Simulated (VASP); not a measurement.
MgSn (space group R-3m): computed properties

The numbers are results of PBEsol GGA, VASP's PBE PAW potentials (set 64) (plane waves; VASP 6.6.1), not measurements.

For MgSn, the space group is R-3m (166), the cell is a = b = 3.471 Å, c = 13.543 Å, α = β = 90.00°, γ = 120.00° and the volume per atom is 23.55 Å³/atom. The band gap (over mesh and band path) comes out as none (metal, semimetal or under 0.01 eV) and the density is 5.04 g/cm³.

Space group R-3m, hexagonal axes (No. 166); a = b = 3.471 Å, c = 13.543 Å, α = β = 90.00°, γ = 120.00°

```tsv
atom	site	symmetry	x	y	z
Mg	3a	-3m	0.0000	0.0000	0.0000
Sn	3b	-3m	0.0000	0.0000	0.5000
```
(The calculation used a cell of 2 atoms; values per cell refer to that cell.)

Unless said otherwise, spin-orbit coupling is left out, though it shifts the bands of the heavy elements here.

The structure comes from a computed database's MgSn entry (R-3m); how it stands against other phases isn't given here. It was relaxed first. Symmetry was kept, so distortions that lower it aren't found.
